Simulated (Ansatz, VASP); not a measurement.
# BP in two plane-wave programs, part 2 of 2

One calculation is typed for both programs; each brings its own data sets. How far apart do they land? The cell is taken from a series of runs on this material, whose earlier steps may have relaxed, scaled, displaced or heated it; both programs get it as it stands.

VASP 6.6.1 and Ansatz 0.2.0.

So far: The starting structure; VASP: zone-centre phonons, r2SCAN, pair 1.

### 3. Ansatz: zone-centre phonons, r2SCAN, pair 1

Level of this step: Ansatz beside VASP: Kohn-Sham DFT, plane waves, r2SCAN (Ansatz).

Ansatz runs on its default PAW (the set named soft_2) files.

The same cell, functional and mesh now go to Ansatz, which takes its cutoff from its data sets.

input.yaml

```yaml
crystal:
  lattice:
    - [0.0, 2.2568525357, 2.2568525357]
    - [2.2568525357, 0.0, 2.2568525357]
    - [2.2568525357, 2.2568525357, 0.0]
  atoms:
    - { symbol: B, position: [0.0, 0.0, 0.0] }
    - { symbol: P, position: [0.25, 0.25, 0.25] }
kpoints:
  mp_grid: { grid: [10, 10, 10] }
hamiltonian:
  xc: r2scan
scf:
  occupations: { method: fixed }
output:
  eigenvalues: true
phonons:
  method: dfpt
  dielectric: true
  rigid_motions: translations
```

Launch:

```console
$ ansatz run input.yaml --threads 4 --pin off --max-ram 7168MiB --backend cpu --events-out ev --progress --plain --runs-dir out
```

Numbers of over 12 decimals in the logs are rounded to 6 here.

What it wrote:

```text
Engine: ansatz 0.2.0, aarch64-unknown-linux-gnu
Pseudopotentials: kind: paw
Pseudopotential: B, paw, valence charge 3, recommended cutoff 500 eV (meta_gga), B.paw.azcp
Pseudopotential: P, paw, valence charge 5, recommended cutoff 500 eV (meta_gga), P.paw.azcp
Functional definition: r2SCAN
  parameter k0 = 0.174
  parameter k1 = 0.065
  parameter a1 = 4.9479
  exchange = r2scan_x(k0 = k0, k1 = k1, a1 = a1)
  correlation = r2scan_c
Crystal: 2 atoms, lattice volume = 22.990 Å³
Basis set: ecut = 500 eV, 561 PW (Γ), exchange–correlation on 120×120×120 points (125 copies of the dense FFT grid, shifted against one another)
Bands: 8, of which v1, the nominal top of the filled ones, is band 4 counted from 1 (3 counted from 0)
Symmetry: 24 space group operations
k-points: 171 of 1000 (irreducible under 4 space group operations, time reversal used)
Non-local potential: B, projectors of the file, l = 0: 2, l = 1: 2, l = 2: 1
Non-local potential: P, projectors of the file, l = 0: 2, l = 1: 2, l = 2: 2
PAW form: soft (Blöchl's): semilocal exchange-correlation on the pseudo side does not see the compensation charge
PAW frozen core: B, regenerated for the run's functional (the file was generated under x = pbe(κ = 0.804, μ = 0.219515), c = pbe(β = 0.066725))
PAW frozen core: P, regenerated for the run's functional (the file was generated under x = pbe(κ = 0.804, μ = 0.219515), c = pbe(β = 0.066725))
PAW one-centre angular grid: B, 302 points (default); XC on 160 Gauss nodes
PAW one-centre angular grid: P, 302 points (default); XC on 160 Gauss nodes
Initial density: superposition of atomic densities (neutral atoms: chi_scale 0, normalization atom), corrected by the library's trained network
Initial wavefunctions: pseudopotential atomic-orbital guess
Functional: x = r2scan, c = r2scan; τ floored in thin density (d = 2e-4 eV/Å³)
SCF iter   1: F=—  HF=-916.647299 eV  |F-HF|=—  |Δ(HF+E_count)|=         —  Δρ=4.36e-3  dr2=2.18e-3  dr2_τ=1.37e-1  ethr=1.77e-3  ⟨swp⟩=5.1  Hψ=10085  notcnv=0  defer=320
preconditioner: auto → none  [insulator: Δε(μ)=1.348 eV  Ē_g=13.729 eV  n_scr=0 (ndim 8)  ℏωp=21.9 eV  f_vac=0.000  ε∞_Penn≈3.5]
SCF iter   2: F=—  HF=-916.684193 eV  |F-HF|=—  |Δ(HF+E_count)|=   3.69e-2  Δρ=2.95e-3  dr2=9.30e-4  dr2_τ=3.80e-5  ethr=2.72e-5  ⟨swp⟩=3.0  Hψ=4083  notcnv=0  defer=336
SCF iter   3: F=—  HF=-916.684339 eV  |F-HF|=—  |Δ(HF+E_count)|=   1.46e-4  Δρ=1.01e-3  dr2=2.46e-4  dr2_τ=1.72e-5  ethr=1.16e-5  ⟨swp⟩=2.7  Hψ=2351  notcnv=0  defer=335
SCF iter   4: F=—  HF=-916.684282 eV  |F-HF|=—  |Δ(HF+E_count)|=   5.66e-5  Δρ=2.94e-4  dr2=1.08e-5  dr2_τ=7.07e-7  ethr=3.08e-6  ⟨swp⟩=2.5  Hψ=2118  notcnv=0  defer=330
SCF iter   5: F=—  HF=-916.684283 eV  |F-HF|=—  |Δ(HF+E_count)|=   1.17e-6  Δρ=4.73e-5  dr2=2.27e-7  dr2_τ=2.53e-8  ethr=1.34e-7  ⟨swp⟩=2.2  Hψ=2036  notcnv=0  defer=301
SCF iter   6: F=—  HF=-916.684283 eV  |F-HF|=—  |Δ(HF+E_count)|=   2.14e-7  Δρ=8.48e-6  dr2=7.31e-9  dr2_τ=5.71e-10  ethr=2.84e-9  ⟨swp⟩=2.0  Hψ=2044  notcnv=0  defer=293
SCF iter   7: F=—  HF=-916.684283 eV  |F-HF|=—  |Δ(HF+E_count)|=   6.30e-9  Δρ=3.14e-6  dr2=1.08e-9  dr2_τ=4.09e-11  ethr=9.14e-11  ⟨swp⟩=2.0  Hψ=2052  notcnv=0  defer=293
SCF iter   8: F=-916.684283 eV  HF=-916.684283 eV  |F-HF|=1.14e-11  |Δ(HF+E_count)|=  6.09e-10  Δρ=5.75e-7  dr2=3.81e-11  dr2_τ=1.18e-12  ethr=1.25e-12  ⟨swp⟩=8.7  Hψ=10911  notcnv=0
SCF 1 converged in 8 iterations: F = -916.684283 eV  dr2 = 3.81e-11
  greatest PAW one-centre occupation: 0.774 electrons in one spin orbital (limit 2), on the P atom at site 1 (counted from 0), in its partial waves of l = 0
NSCF: frozen V_eff on 2 k-points
DFPT response loops at Γ: preconditioner auto → none (the input reference at scf.mixing.eps_inf says where Resta's filter doesn't serve); β = 0.50; Broyden in place of MSR1
── the response to a field inside a basis, on 10×10×10 k-points: an SCF that follows is theirs, and a resumed run solves both again ──
Bands: 5, of which v1, the nominal top of the filled ones, is band 4 counted from 1 (3 counted from 0)
k-points: 110 of 1000 (irreducible under 6 space group operations, time reversal used)
Initial density: handed on by an earlier stage of this run
Initial wavefunctions: pseudopotential atomic-orbital guess (no wavefunctions were taken with the density)
Eigensolver: Dense (110 Hₖ)
SCF iter   1: F=—  HF=-916.683345 eV  |F-HF|=—  |Δ(HF+E_count)|=         —  Δρ=8.44e-5  dr2=3.29e-7  dr2_τ=3.17e-7  ethr=1.00e-1
preconditioner: auto → none  [insulator: Δε(μ)=1.625 eV  Ē_g=10.606 eV  n_scr=0 (ndim 8)  ℏωp=21.9 eV  f_vac=0.000  ε∞_Penn≈5.3]
SCF iter   2: F=-916.683346 eV  HF=-916.683345 eV  |F-HF|=4.20e-7  |Δ(HF+E_count)|=   9.04e-7  Δρ=4.37e-5  dr2=8.14e-8  dr2_τ=7.56e-8  ethr=4.11e-9
SCF 1 converged in 2 iterations: F = -916.683346 eV  dr2 = 8.14e-8
DFPT response loops at Γ: mixed as the last ones told, above
SCF converged after 8 iterations
Free energy (F): -916.684283 eV
Harris-Foulkes:  -916.684283 eV  (|F-HF|=1.14e-11)
Internal energy: -916.684283 eV  (E = F + TS)
E sigma→0 (E₀):  -916.684283 eV
Fermi energy:    9.456906 eV
--- Per-component energies (eV) ---
  E_band       = 20.337625
  E_kinetic    = 122.268712
  E_local      = -65.701363  (includes V_loc(G=0)·N_el)
  E_nonlocal   = 44.266207
  E_hartree    = 16.857084
  E_xc         = -91.361413
  E_vxc        = -108.505258  (∫ρ·V_xc dr)
  E_paw        = -655.876055  (= ΣΔE_a)
  E_vpaw       = -10.653946  (= ΣTr[D̂ρ^β])
  E_aug_tail   = -0.000001  (compensation charges beyond the density's cutoff)
  E_vtau       = 4.949107  (kinetic-family band-sum trace: ∫τ·v_τ [+ j·A + Jᵃ·Aᵃ] dr)
  E_ewald      = -287.028170
  E_core_change = -0.109284  (= ΣΔE_core)
  E_smearing   = -0.000000  (= −TS)
  E_closure    = -0.000000  (closes the sum)
  Σ components = -916.684283   (vs F -916.684283, Δ=0.00e0)
--- Band table (eV; the first three rows and the last of 171) ---
  k-point 0: bands = ["-6.9696", "9.4569", "9.4569", "9.4569", "13.0817", "13.0817", "13.0817", "17.6962"]
  k-point 1: bands = ["-6.7778", "8.0685", "9.1388", "9.1388", "13.5224", "13.5224", "13.5931", "18.2219"]
  k-point 2: bands = ["-6.2095", "5.5759", "8.5368", "8.5368", "13.8733", "14.2936", "14.2936", "19.4247"]
  k-point 170: bands = ["-1.7771", "0.8688", "3.1818", "4.4739", "14.7380", "16.0953", "17.8543", "18.4205"]
--- Phonons (Γ-DFPT): 2 representative perturbations + reference, on 171 of 1000 k-points (Σ response iterations 11) ---
  k mesh reduced under 4 symmetry operations, with k and −k counted as one. Each operation leaves every solved perturbation unchanged. A smaller set is not considered because the functional reads the kinetic-energy density
  ASR residual: 1.256e-4 → 0.000e0 eV/Å²; symmetrization residual: 9.591e-7 eV/Å²
  ASR residual per site (eV/Å²): 1.56e-5 1.26e-4
  Γ frequencies (cm⁻¹): 0.00 0.00 0.00 830.93 830.93 830.93
  ε∞ (high-frequency dielectric tensor):
        8.734272     0.000000     0.000000
        0.000000     8.734272     0.000000
        0.000000     0.000000     8.734272
  ε⁰ (static dielectric tensor: ions relaxed, cell fixed):
        8.836540     0.000000     0.000000
        0.000000     8.836540     0.000000
        0.000000     0.000000     8.836540
  ε⁰ − ε∞ (ionic part):
        0.102268    -0.000000    -0.000000
       -0.000000     0.102268    -0.000000
       -0.000000    -0.000000     0.102268
  softest optical mode at Γ: 830.93 cm⁻¹; the repairs (sum rule, projections) moved no ω² at Γ by more than (1.12 cm⁻¹)²
  Born effective charges Z* (e; rows j = field, columns β = displacement):
    site 0:
        -0.51416    0.00000    0.00000
         0.00000   -0.51416   -0.00000
        -0.00000    0.00000   -0.51416
    site 1:
         0.51416   -0.00000   -0.00000
        -0.00000    0.51416    0.00000
         0.00000   -0.00000    0.51416
  Z* charge neutrality: 7.164e-5 e pre-enforcement
  solved inside a basis spanned on kpoints, on 10×10×10 k-points, its susceptibility summed on 14×14×14: ε∞ is read to err by 2.6e-2, Z* by 5.4e-3 e (field_mesh: kpoints solves on kpoints); Z* is corrected for what the basis lacks
  optical modes at Γ without the LO–TO term, one row a degenerate level:
      ω (cm⁻¹)  modes    IR ((D/Å)²/amu)
        830.93      3             2.2833
  optical modes at Γ + LO–TO along q̂ = [1.0000, 0.0000, 0.0000]:
      ω (cm⁻¹)  modes    IR ((D/Å)²/amu)
        830.93      2             1.5222
        835.78      1             0.7611
  optical modes at Γ + LO–TO along q̂ = [0.0000, 1.0000, 0.0000]:
      ω (cm⁻¹)  modes    IR ((D/Å)²/amu)
        830.93      2             1.5222
        835.78      1             0.7611
  optical modes at Γ + LO–TO along q̂ = [0.0000, 0.0000, 1.0000]:
      ω (cm⁻¹)  modes    IR ((D/Å)²/amu)
        830.93      2             1.5222
        835.78      1             0.7611
```

Reading the cycles: dr2 is the Hartree energy of the density residual (eV), the measure of convergence; HF is the Harris–Foulkes estimate of the energy, which meets the free energy F at convergence.

### 4. Differences

Known differences besides the potentials themselves: VASP keeps PBE cores, Ansatz makes them for the functional; fixed occupations in Ansatz, narrow Gaussian smearing in VASP; the cutoff is 500 eV in Ansatz and 550 eV in VASP; VASP uses finite displacements, Ansatz perturbation theory. Total energies have different zeros and are not compared.

The two programs side by side:

| quantity | Ansatz | VASP | difference |
| --- | --- | --- | --- |
| optical mode 1 to 3 (cm⁻¹) | 830.9 | 830.1 | +0.10 % |

Modes are paired by rising frequency, not by their patterns, so a pair may set unlike modes beside each other; they are those without the splitting of longitudinal modes.

### 5. Ansatz: zone-centre phonons, r2SCAN, pair 2

Second derivatives magnify differences that forces hide, and they need a tight electronic threshold. The cell compared in this pair holds 23.69 Å³, against 22.99 Å³ for the pair before.

The cell is taken from a series of runs on this material, whose earlier steps may have relaxed, scaled, displaced or heated it; both programs get it as it stands.

input.yaml, the sections that differ from step 3:

```yaml
crystal:
  lattice:
    - [0.0, 2.2795359907, 2.2795359907]
    - [2.2795359907, 0.0, 2.2795359907]
    - [2.2795359907, 2.2795359907, 0.0]
  atoms:
    - { symbol: B, position: [0.0, 0.0, 0.0] }
    - { symbol: P, position: [0.25, 0.25, 0.25] }
# kpoints, hamiltonian, scf, output, phonons: as in step 3
```

What it wrote:

```text
[...]
Crystal: 2 atoms, lattice volume = 23.690 Å³
Basis set: ecut = 500 eV, 609 PW (Γ), exchange–correlation on 120×120×120 points (125 copies of the dense FFT grid, shifted against one another)
Bands: 8, of which v1, the nominal top of the filled ones, is band 4 counted from 1 (3 counted from 0)
Symmetry: 24 space group operations
k-points: 171 of 1000 (irreducible under 4 space group operations, time reversal used)
[...]
optical modes at Γ + LO–TO along q̂ = [1.0000, 0.0000, 0.0000]:
      ω (cm⁻¹)  modes    IR ((D/Å)²/amu)
[...]
optical modes at Γ + LO–TO along q̂ = [0.0000, 1.0000, 0.0000]:
      ω (cm⁻¹)  modes    IR ((D/Å)²/amu)
        806.31      2             0.9824
        809.44      1             0.4912
  optical modes at Γ + LO–TO along q̂ = [0.0000, 0.0000, 1.0000]:
      ω (cm⁻¹)  modes    IR ((D/Å)²/amu)
        806.31      2             0.9824
        809.44      1             0.4912
[key lines of the parts left out:]
SCF converged after 8 iterations
Free energy (F): -916.684434 eV
Fermi energy:    9.044274 eV
```

### 6. VASP: zone-centre phonons, r2SCAN, pair 2

The same cell, functional and mesh now go to VASP, with its own data sets.

INCAR

```
SYSTEM = BP
PREC = Accurate
ENCUT = 550
EDIFF = 1E-08
NELM = 120
ISMEAR = 0
SIGMA = 0.01
LREAL = .FALSE.
ALGO = Normal
METAGGA = R2SCAN
LASPH = .TRUE.
NBANDS = 10
LORBIT = 11
LWAVE = .FALSE.
LCHARG = .FALSE.
ISIF = 2
IBRION = 6
NFREE = 2
POTIM = 0.015
NSW = 1
GGA_COMPAT = .FALSE.
EFERMI = MIDGAP
LMIXTAU = .TRUE.
KPAR = 2
```

POSCAR

```
BP
1.0
    0.0000000000      2.2795359907      2.2795359907
    2.2795359907      0.0000000000      2.2795359907
    2.2795359907      2.2795359907      0.0000000000
B P
1 1
Direct
    0.0000000000      0.0000000000      0.0000000000
    0.2500000000      0.2500000000      0.2500000000
```

KPOINTS

```
Automatic mesh
0
Gamma
10 10 10
0 0 0
```

The projector-augmented-wave data sets are B and P (PBE family, release 64).

Launch:

```console
$ mpirun -np 2 vasp_std
```

What it wrote:

```text
[banner, memory and clock lines left out]
running    2 mpi-ranks, on    1 nodes
[...]
[... a notice as in an earlier step ...]

 LDA part: xc-table for (None), standard interpolation
 POSCAR, INCAR and KPOINTS ok, starting setup
[...]
entering main loop
       N       E                     dE             d eps       ncg     rms          rms(c)
DAV:   1     0.603441463869E+01    0.60344E+01   -0.41494E+03   940   0.769E+02
DAV:   2    -0.185123542023E+02   -0.24547E+02   -0.23485E+02  1322   0.118E+02
DAV:   3    -0.191499426861E+02   -0.63759E+00   -0.63564E+00  1142   0.175E+01
DAV:   4    -0.191528173145E+02   -0.28746E-02   -0.28742E-02  1180   0.131E+00
[...]
DAV:  21    -0.173087828666E+02   -0.29197E-07   -0.14592E-09   496   0.349E-04    0.109E-04
DAV:  22    -0.173087828856E+02   -0.18965E-07   -0.35473E-10   486   0.217E-04    0.351E-05
DAV:  23    -0.173087828802E+02    0.53950E-08   -0.90837E-11   494   0.808E-05
   1 F= -.17308783E+02 E0= -.17308783E+02  d E =0.000000E+00
[... from here on, the cycles between the ionic steps are left out ...]
   2 F= -.17306631E+02 E0= -.17306631E+02  d E =0.000000E+00
   3 F= -.17306631E+02 E0= -.17306631E+02  d E =0.000000E+00
   4 F= -.17306632E+02 E0= -.17306632E+02  d E =0.000000E+00
   5 F= -.17306632E+02 E0= -.17306632E+02  d E =0.000000E+00
 Finite differences progress:
  Degree of freedom:   2/  2
  Displacement:        2/  2
  Total:               4/  4
```

OUTCAR, selected parts (step 6):

```text
  Total       -0.4349163     -0.4313865     -0.4313865      0.0000000      0.0924578      0.0000000
  in kB      -29.4135113    -29.1747901    -29.1747901      0.0000000      6.2529470      0.0000000
  external PRESSURE =     -29.2543638 kB  Pullay stress =       0.0000000 kB

 POSITION                                       TOTAL-FORCE (eV/Angst)
 -----------------------------------------------------------------------------------
      0.00000      0.00000      0.00000        -0.286931      0.000000      0.000000
      1.12477      1.13977      1.13977         0.286931      0.000000      0.000000
 -----------------------------------------------------------------------------------
    total drift:                                0.000099     -0.000000     -0.000000

  FREE ENERGIE OF THE ION-ELECTRON SYSTEM (eV)
  ---------------------------------------------------
  free  energy   TOTEN  =       -17.3066315300 eV

  energy  without entropy=      -17.3066315300  energy(sigma->0) =      -17.30663153

[... 1 part as in an earlier step ...]

[... 2 further parts left out ...]
[key lines of the parts left out:]
E-fermi :   8.0165
```

Levels, forces or a CONTCAR printed for this step are those of its last displaced cell, not of the structure at rest.

### 7. Differences

The two programs side by side:

| quantity | Ansatz | VASP | difference |
| --- | --- | --- | --- |
| optical mode 1 to 3 (cm⁻¹) | 806.3 | 805.6 | +0.09 % |

Modes are paired by rising frequency, not by their patterns, so a pair may set unlike modes beside each other; they are those without the splitting of longitudinal modes.

### 8. Results

```json
{
 "r.m.s. difference of the optical zone-centre modes, each program's sorted by frequency (zone-centre phonons, r2SCAN, pair 1)": "0.82 cm⁻¹",
 "r.m.s. difference of the optical zone-centre modes, each program's sorted by frequency (zone-centre phonons, r2SCAN, pair 2)": "0.71 cm⁻¹"
}
```

What this shows: The r.m.s. difference of the optical zone-centre modes, each program's sorted by frequency is 0.82 cm⁻¹ (zone-centre phonons, r2SCAN, pair 1). 1 further run of this series is not shown here. Such differences can come from data sets, numerical settings and the points named under the comparisons, not from the functional's error against experiment.

[Lines on the potential files, build, host, timing and source positions are cut from VASP's logs without a mark.]

[Logs are printed without paths, hosts, clocks, repeated set-up lines and the standing remarks that a program may print on its own settings, such as how far it seeks lower states.]

[Hosts, paths, dates, database ids (printed as entryN), source tags and the programs' standing remarks are cut or masked in the printed files.]
